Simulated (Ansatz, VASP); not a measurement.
# Al3GaSb4: VASP beside Ansatz

```
CELL_PARAMETERS angstrom
4.40539 0.00000 0.00000
0.00000 4.40539 0.00000
0.00000 0.00000 12.41305
ATOMIC_POSITIONS crystal
Al 0.50000 0.50000 0.24949
Al 0.00000 0.00000 0.50000
Al 0.50000 0.50000 0.75051
Ga 0.00000 0.00000 0.00000
Sb 0.50000 0.00000 0.37474
Sb 0.00000 0.50000 0.62526
Sb 0.50000 0.00000 0.87528
Sb 0.00000 0.50000 0.12472
```

Alike in both runs: task single point; functional PBE; k mesh 4 × 4 × 2; occupations gaussian, width 0.1 eV; no spin polarisation.

```csv
,VASP,Ansatz
version,VASP 6.6.1,Ansatz 0.2.0
potentials or method,"VASP PAW PBE potentials, release 64 (Al, Ga_d, Sb)","scalar-relativistic, plane waves, PAW"
plane-wave cutoff (eV),520,420
valence electrons in the cell,42,82
```

VASP gave:

- gap on the k mesh at the Fermi level (eV): 0.74
- least direct gap on the mesh (eV): 0.74
- pressure (GPa): 0.2
- largest component of the traceless stress (GPa): 0.39
- rms of the force components (eV/Å): 0.001

Question: What did Ansatz give for the same quantities?

Answer: gap on the k mesh at the Fermi level (eV): 0.74; least direct gap on the mesh (eV): 0.74; pressure (GPa): 0.0; largest component of the traceless stress (GPa): 0.38; rms of the force components (eV/Å): 0.004.

Atom by atom the forces differ by 0.003 eV/Å (rms over components). The functional is the same, so the differences come from potentials, cutoffs and numerics. The two sets of potentials don't hold the same shells in valence.

Caveats: spin-orbit coupling is left out, which moves the levels of the heavy elements. A k mesh can miss the band edges.
